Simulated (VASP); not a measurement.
A 63-atom supercell of SiC (zinc blende) holds Cr on the Si site with a neighbouring C vacancy in charge state +1. It is relaxed twice, with the total moment held at 1 and at 3 μB. The numbers are results of PBE GGA, VASP's PBE PAW potentials (set 64) (plane waves; VASP), not measurements. Settings: PREC = Normal, LREAL = Auto, ISYM = 0, NELECT = 259.0, EDIFF = 1E-5, 400 eV cut-off, 1×1×1 Γ-centred mesh, Gaussian smearing of 0.050 eV, potentials Si C Cr_pv.

The cell is charged, with a uniform compensating background. The supercell is sampled at Γ alone, which is coarse: total energies, pressure and levels can be off, energies of defects by several tenths of an eV.

**Question.** Which spin state lies lower, and by how much?

**Answer.** The state with 3 μB lies lower, by 0.53 eV.

The cell is a supercell with a defect, built from SiC (zinc blende).
